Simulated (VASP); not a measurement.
Consider the following.

```xyz
2
Lattice="-1.8401 1.8401 2.9430 1.8401 -1.8401 2.9430 1.8401 1.8401 -2.9430" Properties=species:S:1:pos:R:3 pbc="T T T"
Ge     0.0000     0.0000     5.8567
As     0.0000     0.0000     2.4659
```

Computed with PBEsol GGA, VASP's PBE PAW potentials (set 64) (plane waves; VASP). Settings: 400 eV cut-off, Gaussian smearing of 0.050 eV, potentials Ge_d As.

Problem. What does the run give for the band gap (along the path) with the smallest direct gap where there is one?

Solution. 
| Item | Value |
|---|---|
| band gap (along the path) | none (metal, semimetal or under 0.01 eV) |

Only differences to runs with the same potentials and settings are physical.

The structure comes from a computed database's GeAs entry (I4mm); how it stands against other phases isn't given here. It was relaxed first, which changed the volume by -6 %. The electron count is odd and the run is not spin-polarised, which forces a metal.
